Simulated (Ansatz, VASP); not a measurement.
# Ge71P (amorphous Ge): VASP beside Ansatz

Wanted: the spread between two codes on one cell, functional and k mesh. Of the first pair: The structure shown is the start of the Ansatz relaxation below; VASP solves that cell, so the two are compared at the walk's first step.

Main program and level: Ansatz 0.2.0; plane waves, with VASP 6.6.1 beside it; single point at PBE.

## 1. The starting structure

The cell holds 72 atoms: 71 Ge and 1 P. Its edges and angles: a = 11.980 Å, b = 11.980 Å, c = 11.980 Å, α = 90.0°, β = 90.0°, γ = 90.0°. It derives from Ge (amorphous Ge). As first built, before any earlier steps moved the atoms (in the runner's words): 72 atoms (72 Ge) placed at random at 5.05 g/cm^3, melted at 3500 K for 10 ps at fixed volume with the Tersoff potential (Tersoff, Phys. Rev. B 39, 5566 (1989)). Quenched from 3500 K to 300 K at 20 K/ps and fixed volume, annealed at 800 K for 20 ps, held 5 ps, then minimised at fixed cell. Nearest the centre at fractional (0.689, 0.062, 0.220): P72 at 0.00 Å, Ge23 at 2.46 Å, Ge47 at 2.49 Å, Ge11 at 2.50 Å, Ge57 at 2.52 Å, Ge7 at 3.69 Å, Ge36 at 3.93 Å, Ge15 at 3.95 Å.

## 2. Ansatz: relaxation, PBE

Ansatz runs on its default PAW (the set named soft_2) files.

The two programs are compared at the cell with which this relaxation starts, whose forces are those of its first step.

input.yaml reads:

```yaml
crystal:
  lattice:
    - [11.9803, 0.0, 0.0]
    - [0.0, 11.9803, 0.0]
    - [0.0, 0.0, 11.9803]
  atoms:
    - { symbol: Ge, position: [0.26192, 0.99282, 0.76495] }
    - { symbol: Ge, position: [0.37674, 0.57999, 0.3903] }
    - { symbol: Ge, position: [0.77582, 0.82576, 0.78435] }
    - { symbol: Ge, position: [0.37477, 0.32804, 0.85695] }
    - { symbol: Ge, position: [0.13398, 0.06089, 0.5089] }
    - { symbol: Ge, position: [0.21284, 0.61799, 0.64254] }
    - { symbol: Ge, position: [0.95574, 0.91474, 0.17532] }
    - { symbol: Ge, position: [0.06494, 0.42267, 0.54395] }
    - { symbol: Ge, position: [0.93858, 0.5592, 0.94666] }
    - { symbol: Ge, position: [0.00223, 0.98534, 0.95595] }
    - { symbol: Ge, position: [0.56308, 0.21322, 0.28791], spin: 0.6 }
    - { symbol: Ge, position: [0.62576, 0.96591, 0.72835] }
    - { symbol: Ge, position: [0.11105, 0.8547, 0.82892] }
    - { symbol: Ge, position: [0.67261, 0.07649, 0.5554] }
    - { symbol: Ge, position: [0.55168, 0.81444, 0.38896] }
    - { symbol: Ge, position: [0.24243, 0.91295, 0.42408] }
    - { symbol: Ge, position: [0.49782, 0.14906, 0.47467] }
    - { symbol: Ge, position: [0.23409, 0.68192, 0.03677] }
    - { symbol: Ge, position: [0.73943, 0.38139, 0.59662] }
    - { symbol: Ge, position: [0.41825, 0.40203, 0.04814] }
    - { symbol: Ge, position: [0.07088, 0.10067, 0.13898] }
    - { symbol: Ge, position: [0.24325, 0.31106, 0.30794] }
    - { symbol: Ge, position: [0.6489, 0.95702, 0.04783], spin: 0.6 }
    - { symbol: Ge, position: [0.67292, 0.61297, 0.01208] }
    - { symbol: Ge, position: [0.26885, 0.90173, 0.223] }
    - { symbol: Ge, position: [0.87766, 0.27985, 0.77929] }
    - { symbol: Ge, position: [0.37439, 0.71607, 0.73886] }
    - { symbol: Ge, position: [0.69486, 0.63388, 0.80368] }
    - { symbol: Ge, position: [0.66875, 0.39417, 0.2537] }
    - { symbol: Ge, position: [0.56007, 0.62773, 0.4829] }
    - { symbol: P, position: [0.68936, 0.06223, 0.21993], spin: 0.6 }
    - { symbol: Ge, position: [0.54224, 0.37744, 0.70979] }
    - { symbol: Ge, position: [0.53004, 0.59043, 0.6874] }
    - { symbol: Ge, position: [0.15877, 0.46931, 0.2062] }
    - { symbol: Ge, position: [0.87387, 0.36097, 0.24166] }
    - { symbol: Ge, position: [0.82415, 0.86726, 0.98605] }
    - { symbol: Ge, position: [0.89495, 0.86081, 0.37758] }
    - { symbol: Ge, position: [0.94302, 0.30056, 0.42683] }
    - { symbol: Ge, position: [0.72648, 0.51645, 0.42153] }
    - { symbol: Ge, position: [0.85282, 0.17661, 0.58083] }
    - { symbol: Ge, position: [0.34974, 0.56129, 0.16846] }
    - { symbol: Ge, position: [0.62096, 0.41555, 0.04954] }
    - { symbol: Ge, position: [0.43459, 0.76884, 0.22107] }
    - { symbol: Ge, position: [0.38672, 0.27892, 0.59552] }
    - { symbol: Ge, position: [0.0806, 0.32455, 0.72927] }
    - { symbol: Ge, position: [0.22366, 0.70776, 0.45086] }
    - { symbol: Ge, position: [0.9656, 0.21262, 0.97753] }
    - { symbol: Ge, position: [0.71191, 0.94579, 0.39095], spin: 0.6 }
    - { symbol: Ge, position: [0.21683, 0.17377, 0.67066] }
    - { symbol: Ge, position: [0.10922, 0.7785, 0.16805] }
    - { symbol: Ge, position: [0.85487, 0.50677, 0.74827] }
    - { symbol: Ge, position: [0.65217, 0.28036, 0.87629] }
    - { symbol: Ge, position: [0.96181, 0.82195, 0.68322] }
    - { symbol: Ge, position: [0.9813, 0.61685, 0.60753] }
    - { symbol: Ge, position: [0.95067, 0.97717, 0.54485] }
    - { symbol: Ge, position: [0.22274, 0.46562, 0.79598] }
    - { symbol: Ge, position: [0.42927, 0.95088, 0.47858] }
    - { symbol: Ge, position: [0.85416, 0.17485, 0.15482], spin: 0.6 }
    - { symbol: Ge, position: [0.11903, 0.63477, 0.87393] }
    - { symbol: Ge, position: [0.89721, 0.64845, 0.40855] }
    - { symbol: Ge, position: [0.09175, 0.17711, 0.34469] }
    - { symbol: Ge, position: [0.27087, 0.41722, 0.48391] }
    - { symbol: Ge, position: [0.00187, 0.40348, 0.07332] }
    - { symbol: Ge, position: [0.56871, 0.07988, 0.89628] }
    - { symbol: Ge, position: [0.28264, 0.0754, 0.10954] }
    - { symbol: Ge, position: [0.85117, 0.68398, 0.0938] }
    - { symbol: Ge, position: [0.54461, 0.77307, 0.04716] }
    - { symbol: Ge, position: [0.43153, 0.90372, 0.67415] }
    - { symbol: Ge, position: [0.38898, 0.24182, 0.17924] }
    - { symbol: Ge, position: [0.37595, 0.79362, 0.93595] }
    - { symbol: Ge, position: [0.08022, 0.63213, 0.3145] }
    - { symbol: Ge, position: [0.36999, 0.00927, 0.9344] }
magnetization:
  spin_polarized: true
kpoints:
  mp_grid: { grid: [1, 1, 1] }
hamiltonian:
  xc: pbe
scf:
  occupations: { method: fermi_dirac, width: 0.025 }
  lower_state_search: "off"
output:
  forces: true
  eigenvalues: true
relax:
  f_tol: 0.05
  max_steps: 90
```

The run is started by

```
> ansatz run input.yaml --threads 4 --pin off --max-ram 15872MiB --backend cpu --events-out ev --progress --plain --runs-dir out
```

Numbers of over 12 decimals in the logs are rounded to 6 here.

The program printed:

```text
Engine: ansatz 0.2.0, aarch64-unknown-linux-gnu
Pseudopotentials: kind: paw
Pseudopotential: Ge, paw, valence charge 14, recommended cutoff 420 eV (normal), Ge.paw.azcp
Pseudopotential: P, paw, valence charge 5, recommended cutoff 420 eV (normal), P.paw.azcp
Functional definition: PBE
  parameter kappa = 0.804
  parameter beta = 0.066725
  exchange = pbe_x(kappa = kappa, mu = beta*pi^2/3)
  correlation = pbe_c(beta = beta)
Crystal: 72 atoms, lattice volume = 1719.504 Å³
Basis set: ecut = 420 eV, 33401 PW (Γ), exchange–correlation on 162×162×162 points (8 copies of the dense FFT grid, shifted against one another)
Bands: 602, of which v1, the nominal top of the filled ones, is band 500 counted from 1 (499 counted from 0)
Symmetry: 1 space group operations
Space group: P1 (ITA 1), of the structure as read, at distance tolerance 1.2e-4 Å
Magnetic group: BNS 1.1 (UNI 1), of the structure as read, at distance tolerance 1.2e-4 Å
k-points: 1
Non-local potential: Ge, projectors of the file, l = 0: 2, l = 1: 2, l = 2: 3, l = 3: 1
Non-local potential: P, projectors of the file, l = 0: 2, l = 1: 2, l = 2: 2
PAW form: soft (Blöchl's): semilocal exchange-correlation on the pseudo side does not see the compensation charge
PAW one-centre angular grid: Ge, 590 points (default); XC on 64 Gauss nodes
PAW one-centre angular grid: P, 110 points (default); XC on 64 Gauss nodes
Initial density: superposition of atomic densities (chi_scale 0.1, normalization cell)
Starting moments: Σ|m| = 3 μB on 5 of 72 sites
Initial wavefunctions: pseudopotential atomic-orbital guess
Functional: x = pbe(κ = 0.804, μ = 0.219515), c = pbe(β = 0.066725)
iter 1 solved again at ethr=1.59e-3 eV; its pass at ethr=3.10e-3 eV (dr2=1.59e1 eV) is discarded
SCF iter   1: F=—  HF=-305686.106667 eV  |F-HF|=—  |Δ(HF+E_count)|=         —  Δρ=1.96e-2 (↑1.91e-2 ↓1.96e-2)  dr2=1.60e1  dr2_m=2.85e0  M=0.075 μB ∫|m|=0.407 μB  β_m=0.30  ethr=1.59e-3  ⟨swp⟩=2.0  Hψ=5823  notcnv=0
preconditioner: auto → Kerker (q_TF=auto, 2.492 Å⁻¹)  [metal: Δε(μ)=0.007 eV  Ē_g=21.889 eV  σ=0.025 eV  W_gap=0.07  n_scr=460 (ndim 8)  ℏωp=28.3 eV  f_vac=0.041  D(μ)=19.98/eV (n_scr^D=80)]
spin=Collinear: Kerker preconditioning applied to the charge; magnetization (m = ρ↑ − ρ↓) channel mixes plain (no charge-response kernel on spin).
SCF iter   2: F=—  HF=-305685.663765 eV  |F-HF|=—  |Δ(HF+E_count)|=   4.43e-1  Δρ=1.48e-2 (↑1.43e-2 ↓1.48e-2)  dr2=1.09e1  dr2_m=1.42e0  M=0.061 μB ∫|m|=0.319 μB  β_m=0.30  ethr=1.59e-3  ⟨swp⟩=1.0  Hψ=1204  notcnv=0
SCF iter   3: F=—  HF=-305684.168732 eV  |F-HF|=—  |Δ(HF+E_count)|=    1.50e0  Δρ=7.20e-3 (↑7.06e-3 ↓7.20e-3)  dr2=1.04e0  dr2_m=7.07e-1  M=0.059 μB ∫|m|=0.260 μB  β_m=0.30  ethr=1.10e-3  ⟨swp⟩=9.0  Hψ=1614  notcnv=0
SCF iter   4: F=—  HF=-305684.175989 eV  |F-HF|=—  |Δ(HF+E_count)|=   7.26e-3  Δρ=5.16e-3 (↑5.16e-3 ↓5.01e-3)  dr2=6.41e-1  dr2_m=3.49e-1  M=0.049 μB ∫|m|=0.208 μB  β_m=0.30  ethr=1.05e-4  ⟨swp⟩=2.0  Hψ=2404  notcnv=0  defer=178
SCF iter   5: F=—  HF=-305684.260222 eV  |F-HF|=—  |Δ(HF+E_count)|=   8.42e-2  Δρ=3.53e-3 (↑3.53e-3 ↓3.33e-3)  dr2=1.45e-1  dr2_m=1.73e-1  M=0.042 μB ∫|m|=0.167 μB  β_m=0.30  ethr=6.42e-5  ⟨swp⟩=2.0  Hψ=1697  notcnv=0  defer=178
SCF iter   6: F=—  HF=-305684.267363 eV  |F-HF|=—  |Δ(HF+E_count)|=   7.14e-3  Δρ=2.49e-3 (↑2.35e-3 ↓2.49e-3)  dr2=4.87e-2  dr2_m=8.64e-2  M=0.037 μB ∫|m|=0.135 μB  β_m=0.30  ethr=1.46e-5  ⟨swp⟩=2.0  Hψ=2052  notcnv=0  defer=178
SCF iter   7: F=—  HF=-305684.303584 eV  |F-HF|=—  |Δ(HF+E_count)|=   3.62e-2  Δρ=1.81e-3 (↑1.62e-3 ↓1.81e-3)  dr2=1.92e-2  dr2_m=4.30e-2  M=0.032 μB ∫|m|=0.110 μB  β_m=0.30  ethr=4.88e-6  ⟨swp⟩=2.0  Hψ=2230  notcnv=0  defer=178
Mixer restart at iter 7: flushing history
spin-set hold released at iteration 7 (site moments contracting): the magnetisation degrees of freedom join the quasi-Newton model from the next iteration; the mixer history was flushed
SCF iter   8: F=—  HF=-305684.305224 eV  |F-HF|=—  |Δ(HF+E_count)|=   1.64e-3  Δρ=1.25e-3 (↑1.17e-3 ↓1.25e-3)  dr2=1.46e-2  dr2_m=2.15e-2  M=0.028 μB ∫|m|=0.090 μB  β_m=0.61  ethr=1.92e-6  ⟨swp⟩=3.0  Hψ=2026  notcnv=0  defer=178
SCF iter   9: F=—  HF=-305684.314677 eV  |F-HF|=—  |Δ(HF+E_count)|=   9.45e-3  Δρ=1.83e-4 (↑1.66e-4 ↓1.83e-4)  dr2=6.07e-3  dr2_m=1.75e-4  M=0.018 μB ∫|m|=0.039 μB  β_m=0.60  ethr=1.47e-6  ⟨swp⟩=2.0  Hψ=1673  notcnv=0  defer=178
SCF iter  10: F=—  HF=-305684.315958 eV  |F-HF|=—  |Δ(HF+E_count)|=   1.28e-3  Δρ=9.70e-5 (↑9.53e-5 ↓9.70e-5)  dr2=3.83e-3  dr2_m=2.01e-5  M=0.014 μB ∫|m|=0.025 μB  β_m=0.80  ethr=6.08e-7  ⟨swp⟩=2.0  Hψ=2025  notcnv=0  defer=178
SCF iter  11: F=—  HF=-305684.317751 eV  |F-HF|=—  |Δ(HF+E_count)|=   1.79e-3  Δρ=3.77e-5 (↑3.74e-5 ↓3.77e-5)  dr2=2.82e-4  dr2_m=6.58e-6  M=0.003 μB ∫|m|=0.012 μB  β_m=0.90  ethr=3.83e-7  ⟨swp⟩=2.0  Hψ=1320  notcnv=0  defer=178
[...]
--- Relaxed structure (7 steps of the walk, 7 accepted, 0 SCFs on fresh bases) ---
  F+E_penalty+E_count = -305684.47737883 eV   max|allowed force component| = 2.984e-2 eV/Å
  atoms:
    - { symbol: Ge, position: [0.263964, 0.993668, 0.763897] }
    - { symbol: Ge, position: [0.381965, 0.574902, 0.391320] }
    - { symbol: Ge, position: [0.777597, 0.828416, 0.792418] }
    - { symbol: Ge, position: [0.370083, 0.331307, 0.854948] }
    - { symbol: Ge, position: [0.133865, 0.061669, 0.501486] }
    - { symbol: Ge, position: [0.212863, 0.620413, 0.642562] }
    - { symbol: Ge, position: [0.957479, 0.914678, 0.175981] }
    - { symbol: Ge, position: [0.065724, 0.426218, 0.539861] }
    - { symbol: Ge, position: [0.934942, 0.557967, 0.951175] }
    - { symbol: Ge, position: [-0.00915034, 0.991737, 0.934976] }
    - { symbol: Ge, position: [0.560443, 0.209991, 0.286389] }
    - { symbol: Ge, position: [0.627484, 0.967311, 0.730696] }
    - { symbol: Ge, position: [0.115611, 0.857405, 0.835346] }
    - { symbol: Ge, position: [0.675254, 0.076781, 0.553536] }
    - { symbol: Ge, position: [0.551006, 0.813582, 0.386125] }
    - { symbol: Ge, position: [0.243412, 0.910619, 0.422702] }
    - { symbol: Ge, position: [0.498624, 0.145131, 0.474837] }
    - { symbol: Ge, position: [0.235011, 0.681877, 0.036789] }
    - { symbol: Ge, position: [0.739788, 0.380039, 0.600492] }
    - { symbol: Ge, position: [0.416694, 0.402312, 0.045971] }
    - { symbol: Ge, position: [0.065760, 0.094899, 0.132625] }
    - { symbol: Ge, position: [0.243891, 0.307323, 0.305666] }
    - { symbol: Ge, position: [0.651641, 0.959291, 0.049669] }
    - { symbol: Ge, position: [0.672092, 0.612571, 0.012857] }
[...]
- { symbol: P, position: [0.685368, 0.065028, 0.218808] }
[...]
- { symbol: Ge, position: [0.278920, 0.073910, 0.105438] }
    - { symbol: Ge, position: [0.848634, 0.679104, 0.102937] }
    - { symbol: Ge, position: [0.545337, 0.774256, 0.048844] }
    - { symbol: Ge, position: [0.433635, 0.902938, 0.675415] }
    - { symbol: Ge, position: [0.387473, 0.237991, 0.173185] }
    - { symbol: Ge, position: [0.376870, 0.795921, 0.936105] }
    - { symbol: Ge, position: [0.083143, 0.633700, 0.315147] }
    - { symbol: Ge, position: [0.372267, 0.012658, 0.932890] }
```

In the SCF lines HF is the Harris–Foulkes energy and dr2 the Hartree energy of the density residual, in eV; the loop may stop once dr2 is under the threshold and the program's other checks hold. Hψ counts applications of the Hamiltonian.

## 3. VASP: single point, PBE, start cell, pair 1

The same cell, functional, mesh and smearing now go to VASP, with its own data sets.

Lines of VASP's logs that name or quote its potential files are left out, and so is its time.

INCAR reads:

```
SYSTEM = Ge71P
PREC = Accurate
ENCUT = 410
EDIFF = 1E-06
NELM = 200
ISMEAR = -1
SIGMA = 0.025
LREAL = Auto
ALGO = Normal
GGA = PE
NBANDS = 584
ISPIN = 2
MAGMOM = -0 0 0 0 0 0 -0 0 0 0 0 0 0 0 -0 -0 0 0 0 0 -0 0 -0 0 -0 0 0 0 0 -0 0 0 0 0 0 0 0 0 0 0 0 0 0 0 -0 0 -0 0 0 0 0 0 0 0 0 -0 0 0 0 0 0 -0 0 0 -0 0 0 -0 0 0 0 0
LORBIT = 11
LWAVE = .FALSE.
LCHARG = .FALSE.
ISIF = 2
LASPH = .TRUE.
GGA_COMPAT = .FALSE.
NCORE = 2
```

POSCAR reads:

```
Ge71P
1.0
   11.9803000000      0.0000000000      0.0000000000
    0.0000000000     11.9803000000      0.0000000000
    0.0000000000      0.0000000000     11.9803000000
Ge P
71 1
Direct
    0.2619216547      0.9928215487      0.7649474554
    0.3767434872      0.5799938232      0.3902990743
    0.7758236438      0.8257639625      0.7843459680
    0.3747735866      0.3280385299      0.8569484904
    0.1339782810      0.0608916304      0.5089021143
    0.2128410808      0.6179895328      0.6425381668
    0.9557440131      0.9147433704      0.1753211522
    0.0649399431      0.4226688814      0.5439513201
    0.9385825063      0.5592013556      0.9466624375
    0.0022286587      0.9853426041      0.9559526890
    0.5630827275      0.2132166974      0.2879059790
    0.6257606237      0.9659107034      0.7283540479
    0.1110489721      0.8547031377      0.8289191423
    0.6726125389      0.0764922414      0.5554034540
    0.5516806758      0.8144370341      0.3889635485
    0.2424313248      0.9129487575      0.4240795306
    0.4978172500      0.1490613758      0.4746709181
    0.2340926354      0.6819194845      0.0367686953
    0.7394305652      0.3813927865      0.5966211197
    0.4182532992      0.4020266604      0.0481373588
    0.0708830330      0.1006736058      0.1389781558
    0.2432493343      0.3110606579      0.3079388663
    0.6488986085      0.9570211097      0.0478285185
    0.6729213793      0.6129729639      0.0120781616
    0.2688496949      0.9017303406      0.2229994241
    0.8776574877      0.2798510889      0.7792876639
    0.3743896230      0.7160672103      0.7388629667
    0.6948573909      0.6338822901      0.8036777042
    0.6687478611      0.3941720992      0.2536998239
    0.5600694473      0.6277305243      0.4829010960
    0.5422401776      0.3774362912      0.7097902390
    0.5300368104      0.5904276187      0.6874034874
    0.1587689791      0.4693121207      0.2061968398
    0.8738679332      0.3609675885      0.2416633974
    0.8241529845      0.8672570804      0.9860521022
    0.8949525471      0.8608131683      0.3775781909
    0.9430231296      0.3005600861      0.4268340526
    0.7264759647      0.5164478352      0.4215336845
    0.8528167074      0.1766065958      0.5808285268
    0.3497408245      0.5612881147      0.1684598883
    0.6209610778      0.4155488594      0.0495396609
    0.4345884494      0.7688371744      0.2210712586
    0.3867181957      0.2789162208      0.5955193109
    0.0805989833      0.3245494687      0.7292722219
    0.2236588399      0.7077619091      0.4508568233
    0.9656018631      0.2126240578      0.9775297781
    0.7119103862      0.9457859987      0.3909501432
    0.2168309642      0.1737686035      0.6706593324
    0.1092209711      0.7785030425      0.1680508835
    0.8548700784      0.5067736200      0.7482700767
    0.6521706468      0.2803602581      0.8762885737
    0.9618123085      0.8219493669      0.6832216222
    0.9813026385      0.6168459888      0.6075306962
    0.9506690150      0.9771708555      0.5448528000
    0.2227406659      0.4656227306      0.7959817367
    0.4292713872      0.9508776909      0.4785773311
    0.8541605803      0.1748537182      0.1548208309
    0.1190287388      0.6347670759      0.8739263624
    0.8972062469      0.6484478686      0.4085540429
    0.0917506239      0.1771074180      0.3446908675
    0.2708696777      0.4172182667      0.4839110874
    0.0018697362      0.4034790448      0.0733203676
    0.5687086300      0.0798811382      0.8962797259
    0.2826389990      0.0753987797      0.1095381585
    0.8511723413      0.6839812025      0.0938039949
    0.5446107360      0.7730691218      0.0471607556
    0.4315334341      0.9037169353      0.6741483936
    0.3889802426      0.2418219911      0.1792359123
    0.3759505188      0.7936195254      0.9359531898
    0.0802233667      0.6321294125      0.3144996369
    0.3699907348      0.0092735574      0.9344006411
    0.6893566939      0.0622271562      0.2199277147
```

KPOINTS reads:

```
Automatic mesh
0
Gamma
1 1 1
0 0 0
```

PAW data sets: Ge_d and P (PBE family, release 64).

The run is started by

```
> mpirun -np 8 vasp_gam
```

The program printed:

```text
[banner, memory and clock lines left out]
running    8 mpi-ranks, on    1 nodes
[...]
LDA part: xc-table for (Slater+PW92), standard interpolation
 POSCAR, INCAR and KPOINTS ok, starting setup
[...]
entering main loop
       N       E                     dE             d eps       ncg     rms          rms(c)
DAV:   1     0.188456259556E+05    0.18846E+05   -0.35875E+05  2392   0.476E+03
DAV:   2     0.433964523646E+04   -0.14506E+05   -0.13989E+05  2336   0.107E+03
DAV:   3     0.534248396102E+03   -0.38054E+04   -0.36528E+04  2344   0.298E+02
DAV:   4    -0.233425438165E+03   -0.76767E+03   -0.70469E+03  2656   0.126E+02
[...]
DAV:  17    -0.310933758872E+03   -0.13109E-04   -0.10919E-04  3128   0.418E-02    0.381E-03
DAV:  18    -0.310933761226E+03   -0.23547E-05   -0.23234E-05  2136   0.259E-02    0.245E-03
DAV:  19    -0.310933761225E+03    0.16298E-08   -0.20992E-06  1616   0.180E-02
   1 F= -.31093376E+03 E0= -.31091616E+03  d E =-.352094E-01  mag=     0.0001
```

Parts of OUTCAR (step 3):

```text
  FREE ENERGIE OF THE ION-ELECTRON SYSTEM (eV)
  ---------------------------------------------------
  free  energy   TOTEN  =      -310.9337612247 eV

  energy  without entropy=     -310.8985518139  energy(sigma->0) =     -310.91615652

 magnetization (x)
# of ion       s       p       d       tot
------------------------------------------
    1        0.000  -0.000   0.000  -0.000
    2        0.000   0.000   0.000   0.000
    3        0.000   0.000  -0.000   0.000
    4        0.000  -0.000  -0.000  -0.000
    5       -0.000   0.000  -0.000  -0.000
    6       -0.000   0.000   0.000   0.000
    7        0.000   0.000   0.000   0.000
    8       -0.000   0.000   0.000   0.000
    9        0.000   0.000  -0.000   0.000
   10        0.000   0.000  -0.000   0.000
   11        0.000  -0.000  -0.000   0.000
   12        0.000   0.000   0.000   0.000
   13        0.000   0.000   0.000   0.000
[...]
--------------------------------------------------
tot          0.000   0.000   0.000   0.000
```

This run allows spin, but its moments start at zero, where symmetry between the spins tends to hold them. Its electron count is odd, so without a moment it is a metal by construction.

## 4. Comparison

Known differences besides the potentials themselves: the cutoff is 420 eV in Ansatz and 410 eV in VASP (PREC = Accurate, projectors in real space). Total energies have different zeros and are not compared.

Forces on 10 of the 72 atoms, those with the largest forces and the largest differences (eV/Å; atoms numbered as in POSCAR):

```tsv
atom	Ansatz x, y, z	VASP x, y, z
Ge10	0.027, -0.022, -0.207	0.028, -0.021, -0.213
Ge11	0.281, -0.312, -0.090	0.280, -0.314, -0.090
Ge23	0.103, 0.241, 0.221	0.108, 0.240, 0.223
Ge35	0.194, 0.011, 0.133	0.191, 0.015, 0.133
Ge36	0.157, -0.058, -0.104	0.151, -0.055, -0.105
Ge46	-0.038, -0.121, -0.192	-0.038, -0.121, -0.197
Ge47	-0.057, 0.203, -0.296	-0.052, 0.198, -0.298
Ge56	-0.036, -0.014, 0.054	-0.039, -0.021, 0.057
Ge57	-0.296, -0.245, 0.102	-0.299, -0.244, 0.105
Ge71	-0.018, 0.049, 0.023	-0.026, 0.049, 0.021
```

The forces differ by 2.5 meV/Å r.m.s., which is 3.1 % of the r.m.s. force of 0.078 eV/Å (both taken over all components). Moments aren't recorded for both runs of this pair, so they may hold unlike magnetic states.

[end of part 1 of 2]

[Lines on the potential files, build, host, timing and source positions are cut from VASP's logs without a mark.]

[Logs are printed without paths, hosts, clocks, repeated set-up lines and the standing remarks that a program may print on its own settings, such as how far it seeks lower states.]

[Hosts, paths, dates, database ids (printed as entryN), source tags and the programs' standing remarks are cut or masked in the printed files.]
